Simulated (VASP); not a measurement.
Computed with AM05 GGA, VASP's PBE PAW potentials (set 64) (plane waves; VASP 6.6.1).

A VASP calculation is set up with these files.

File POSCAR:
```
MgH2
1.0
  4.4555411301   0.0000000000   0.0000000000
  0.0000000000   4.4555411301   0.0000000000
  0.0000000000   0.0000000000   2.9755531817
Mg H
2 4
Cartesian
  0.0000000000   0.0000000000   0.0000000000
  2.2277705651   2.2277705651   1.4877765909
  1.3558122472   1.3558122472   0.0000000000
  3.5835828123   0.8719583178   1.4877765909
  0.8719583178   3.5835828123   1.4877765909
  3.0997288829   3.0997288829   0.0000000000
```

INCAR:
```
# general
SYSTEM=MgH2
PREC  =Accurate
ENCUT =520   # plane-wave cut-off (eV)
LREAL =.False.   # projection in real space or not
LASPH =.True.

# electronic loop
EDIFF =1E-7   # SCF stop (eV)
NELM  =100   # most electronic steps
ALGO  =Normal   # blocked Davidson

# smearing
ISMEAR=0
SIGMA =0.05   # width (eV)

# functional
GGA   =AM

# ions
IBRION=2
NSW   =30   # most ionic steps
ISIF  =4   # ions and shape, fixed volume
EDIFFG=-0.01

# output
LWAVE =.False.
LCHARG=.False.
```

**KPOINTS**
```
K-points
0
G
 5 5 7
0 0 0
```

POTCAR, in this order: Mg H (PBE.64 set). Program: vasp_std.

The resulting files:

OUTCAR:
```
 ion  position               nearest neighbor table
   1  0.000  0.000  0.000-   3 1.92   6 1.92   5 1.93   4 1.93   4 1.93   5 1.93   2 3.48   2 3.48
                             2 3.48   2 3.48   2 3.48   2 3.48   2 3.48   2 3.48
   2  0.500  0.500  0.500-   4 1.92   5 1.92   3 1.93   6 1.93   3 1.93   6 1.93   1 3.48   1 3.48
                             1 3.48   1 3.48   1 3.48   1 3.48   1 3.48   1 3.48
   3  0.304  0.304  0.000-   1 1.92   2 1.93   2 1.93
   4  0.804  0.196  0.500-   2 1.92   1 1.93   1 1.93
   5  0.196  0.804  0.500-   2 1.92   1 1.93   1 1.93
   6  0.696  0.696  0.000-   1 1.92   2 1.93   2 1.93
  LATTYP: Found a simple tetragonal cell.
 ALAT       =     4.4555411301
 C/A-ratio  =     0.6678320533
 Subroutine PRICEL returns:
 Original cell was already a primitive cell.
 Subroutine GETGRP returns: Found 16 space group operations
The static configuration has the point symmetry D_2h.
 The point group associated with its full space group is D_4h.
The dynamic configuration has the point symmetry D_2h.
 Subroutine INISYM returns: Found 16 space group operations
 Subroutine IBZKPT returns following result:
 Found     24 irreducible k-points:

 Following reciprocal coordinates:
            Coordinates               Weight
  0.000000  0.000000  0.000000      1.000000
  0.200000  0.000000  0.000000      4.000000
  0.400000  0.000000  0.000000      4.000000
  0.200000  0.200000  0.000000      4.000000
  0.400000  0.200000  0.000000      8.000000
  0.400000  0.400000  0.000000      4.000000
  0.000000  0.000000  0.142857      2.000000
  0.200000  0.000000  0.142857      8.000000
  0.400000  0.000000  0.142857      8.000000
  0.200000  0.200000  0.142857      8.000000
  0.400000  0.200000  0.142857     16.000000
  0.400000  0.400000  0.142857      8.000000
  0.000000  0.000000  0.285714      2.000000
  0.200000  0.000000  0.285714      8.000000
  0.400000  0.000000  0.285714      8.000000
  0.200000  0.200000  0.285714      8.000000
  0.400000  0.200000  0.285714     16.000000
  0.400000  0.400000  0.285714      8.000000
  0.000000  0.000000  0.428571      2.000000
  0.200000  0.000000  0.428571      8.000000
  0.400000  0.000000  0.428571      8.000000
  0.200000  0.200000  0.428571      8.000000
  0.400000  0.200000  0.428571     16.000000
  0.400000  0.400000  0.428571      8.000000
   k-points           NKPTS =     24   k-points in BZ     NKDIM =     24   number of bands    NBANDS=      8
   number of dos      NEDOS =    301   number of ions     NIONS =      6
   total plane-waves  NPLWV =  31104
   dimension x,y,z NGX =    36 NGY =   36 NGZ =   24
   dimension x,y,z NGXF=    72 NGYF=   72 NGZF=   48
   ions per type =               2   4
   PREC   = accura    normal or accurate (medium, high low for compatibility)
   ISTART =      0    job   : 0-new  1-cont  2-samecut
   ICHARG =      2    charge: 1-file 2-atom 10-const
   ISPIN  =      1    spin polarized calculation?
   LNONCOLLINEAR =      F non collinear calculations
   LSORBIT =      F    spin-orbit coupling
   INIWAV =      1    electr: 0-lowe 1-rand  2-diag
   ENCUT  =  520.0 eV  38.22 Ry    6.18 a.u.   8.28  8.28  5.53*2*pi/ulx,y,z
   NELM   =    100;   NELMIN=  2; NELMDL= -5     # of ELM steps
   EDIFF  = 0.1E-06   stopping-criterion for ELM
   LREAL  =      F    real-space projection
   NLSPLINE    = F    spline interpolate recip. space projectors
   LMAXMIX     =    2 max onsite mixed and CHGCAR
   VOSKOWN=      0    Vosko Wilk Nusair interpolation
   EDIFFG = -.1E-01   stopping-criterion for IOM
   NSW    =     30    number of steps for IOM
   NBLOCK =      1;   KBLOCK =     30    inner block; outer block
   IBRION =      2    ionic relax: 0-MD 1-quasi-New 2-CG
   NFREE  =      1    steps in history (QN), initial steepest desc. (CG)
   ISIF   =      4    stress and relaxation
   ISYM   =      2    0-nonsym 1-usesym 2-fastsym
...
```

### OSZICAR
```
       N       E                     dE             d eps       ncg     rms          rms(c)
DAV:   1     0.166558644089E+01    0.16656E+01   -0.32343E+03   384   0.768E+02
DAV:   2    -0.176941470568E+02   -0.19360E+02   -0.17543E+02   512   0.795E+01
DAV:   3    -0.183162538790E+02   -0.62211E+00   -0.62211E+00   584   0.203E+01
DAV:   4    -0.183171513012E+02   -0.89742E-03   -0.89742E-03   504   0.784E-01
DAV:   5    -0.183171543127E+02   -0.30115E-05   -0.30116E-05   536   0.357E-02    0.608E+00
DAV:   6    -0.175154710920E+02    0.80168E+00   -0.60598E-01   408   0.474E+00    0.316E+00
DAV:   7    -0.172351295819E+02    0.28034E+00   -0.79434E-01   400   0.591E+00    0.458E-01
DAV:   8    -0.172420199050E+02   -0.68903E-02   -0.15394E-02   424   0.101E+00    0.529E-02
DAV:   9    -0.172420343859E+02   -0.14481E-04   -0.26172E-04   560   0.133E-01    0.185E-02
DAV:  10    -0.172420649271E+02   -0.30541E-04   -0.55371E-05   448   0.652E-02    0.719E-03
DAV:  11    -0.172420641054E+02    0.82175E-06   -0.31896E-06   520   0.106E-02    0.195E-03
DAV:  12    -0.172420641030E+02    0.24276E-08   -0.24652E-07   464   0.413E-03
   1 F= -.17242064E+02 E0= -.17242064E+02  d E =-.172421E+02
       N       E                     dE             d eps       ncg     rms          rms(c)
DAV:   1    -0.172425480054E+02   -0.48390E-03   -0.33218E-03   488   0.433E-01    0.251E-02
DAV:   2    -0.172425438790E+02    0.41264E-05   -0.20786E-05   416   0.390E-02    0.154E-02
DAV:   3    -0.172425414444E+02    0.24346E-05   -0.10806E-05   480   0.200E-02    0.163E-03
DAV:   4    -0.172425415122E+02   -0.67797E-07   -0.23801E-07   416   0.389E-03
   2 F= -.17242542E+02 E0= -.17242542E+02  d E =-.477409E-03
       N       E                     dE             d eps       ncg     rms          rms(c)
DAV:   1    -0.172430649729E+02   -0.52353E-03   -0.19564E-02   488   0.105E+00    0.608E-02
DAV:   2    -0.172430417957E+02    0.23177E-04   -0.12212E-04   416   0.947E-02    0.374E-02
DAV:   3    -0.172430284860E+02    0.13310E-04   -0.62910E-05   456   0.484E-02    0.394E-03
DAV:   4    -0.172430288181E+02   -0.33216E-06   -0.14219E-06   432   0.945E-03    0.174E-03
DAV:   5    -0.172430290076E+02   -0.18948E-06   -0.18707E-07   424   0.367E-03    0.241E-04
DAV:   6    -0.172430290162E+02   -0.85857E-08   -0.83206E-09   192   0.841E-04
   3 F= -.17243029E+02 E0= -.17243029E+02  d E =-.964913E-03
       N       E                     dE             d eps       ncg     rms          rms(c)
DAV:   1    -0.172430291621E+02   -0.15450E-06   -0.15593E-05   496   0.296E-02    0.172E-03
DAV:   2    -0.172430291355E+02    0.26641E-07   -0.97394E-08   384   0.267E-03
   4 F= -.17243029E+02 E0= -.17243029E+02  d E =-.965033E-03
       N       E                     dE             d eps       ncg     rms          rms(c)
DAV:   1    -0.172430693513E+02   -0.40189E-04   -0.11725E-03   384   0.326E-01    0.852E-03
DAV:   2    -0.172430687681E+02    0.58324E-06   -0.70646E-06   440   0.250E-02    0.494E-03
DAV:   3    -0.172430682525E+02    0.51562E-06   -0.12195E-06   488   0.615E-03    0.323E-04
DAV:   4    -0.172430682539E+02   -0.14411E-08   -0.17500E-08   224   0.121E-03
   5 F= -.17243068E+02 E0= -.17243068E+02  d E =-.391185E-04
```

### OUTCAR
```
------------------------ aborting loop because EDIFF is reached ----------------------------------------
  FORCE on cell =-STRESS in cart. coord.  units (eV):
  Direction    XX          YY          ZZ          XY          YZ          ZX
  --------------------------------------------------------------------------------------
  Total        0.5500190      0.5500190      0.5535176      0.0000000      0.0000000      0.0000000
  in kB       14.9183106     14.9183106     15.0132031      0.0000000      0.0000000      0.0000000
  external PRESSURE =      14.9499414 kB  Pullay stress =       0.0000000 kB
  volume of cell :       59.07
      direct lattice vectors                 reciprocal lattice vectors
     4.441678853 -0.000000000  0.000000000     0.225140095  0.000000000  0.000000000
    -0.000000000  4.441678853  0.000000000     0.000000000  0.225140095  0.000000000
     0.000000000  0.000000000  2.994155297     0.000000000  0.000000000  0.333984012
 POSITION                                       TOTAL-FORCE (eV/Angst)
 -----------------------------------------------------------------------------------
      4.44168     -0.00000      2.99416        -0.000000      0.000000     -0.000000
      2.22084      2.22084      1.49708        -0.000000      0.000000     -0.000000
      1.35149      1.35149      0.00000         0.005295      0.005295     -0.000000
      3.57233      0.86935      1.49708         0.005295     -0.005295      0.000000
      0.86935      3.57233      1.49708        -0.005295      0.005295     -0.000000
      3.09019      3.09019      2.99416        -0.005295     -0.005295      0.000000
 -----------------------------------------------------------------------------------
    total drift:                                0.000000     -0.000000     -0.000000
  FREE ENERGIE OF THE ION-ELECTRON SYSTEM (eV)
  ---------------------------------------------------
  free  energy   TOTEN  =       -17.2430682539 eV

  energy  without entropy=      -17.2430682539  energy(sigma->0) =      -17.24306825

 reached required accuracy - stopping structural energy minimisation
```
(Selected blocks of OUTCAR.)

CONTCAR:
```
MgH2
   1.00000000000000
     4.4416788525324460   -0.0000000000000000    0.0000000000000000
    -0.0000000000000000    4.4416788525324460    0.0000000000000000
     0.0000000000000000    0.0000000000000000    2.9941552967882807
  Mg              H
     2     4
Direct
     1.0000000000000000    0.0000000000000000    1.0000000000000000
     0.5000000000000000    0.5000000000000000    0.5000000000000000
     0.3042741140451965    0.3042741140451965    0.0000000000000000
     0.8042741140451966    0.1957258859548034    0.5000000000000000
     0.1957258859548034    0.8042741140451966    0.5000000000000000
     0.6957258859548034    0.6957258859548034    1.0000000000000000
```

### OUTCAR
```
 val. band max:       -0.3250379803   @ k =   0.2000   0.0000   0.0000

 cond. band min:       3.4178094248   @ k =   0.4000   0.4000   0.4286


 Fermi energy:        -0.0637138045

 k-point     1 :       0.0000    0.0000    0.0000
  band No.  band energies     occupation
      1      -7.0359      2.00000
      2      -1.8106      2.00000
      3      -1.8106      2.00000
      4      -0.7275      2.00000
      5       4.1546      0.00000
      6       4.7668      0.00000
      7       8.9413      0.00000
      8       8.9413      0.00000

 k-point     2 :       0.2000    0.0000    0.0000
  band No.  band energies     occupation
      1      -6.7605      2.00000
      2      -3.0203      2.00000
      3      -1.6255      2.00000
      4      -0.3250      2.00000
      5       4.3336      0.00000
      6       5.5023      0.00000
      7       7.2975      0.00000
      8       9.5863      0.00000

 k-point     3 :       0.4000    0.0000    0.0000
  band No.  band energies     occupation
      1      -5.9476      2.00000
      2      -4.6494      2.00000
      3      -1.1239      2.00000
      4      -0.5258      2.00000
      5       4.5085      0.00000
      6       5.5558      0.00000
      7       8.1970      0.00000
      8      10.8330      0.00000

 k-point     4 :       0.2000    0.2000    0.0000
  band No.  band energies     occupation
      1      -6.4884      2.00000
      2      -3.0807      2.00000
      3      -2.4154      2.00000
      4      -0.3623      2.00000
      5       5.0175      0.00000
      6       5.6993      0.00000
      7       7.7813      0.00000
      8       9.5160      0.00000

 k-point     5 :       0.4000    0.2000    0.0000
  band No.  band energies     occupation
      1      -5.6880      2.00000
      2      -4.4254      2.00000
      3      -2.0157      2.00000
      4      -1.1209      2.00000
      5       5.5497      0.00000
      6       6.4926      0.00000
      7       8.5345      0.00000
...
```

The compound is MgH2 in the rutile structure. This cell is one point of a volume scan, at 0.97 of the reference volume. Symmetry was kept, so distortions that lower it aren't found.
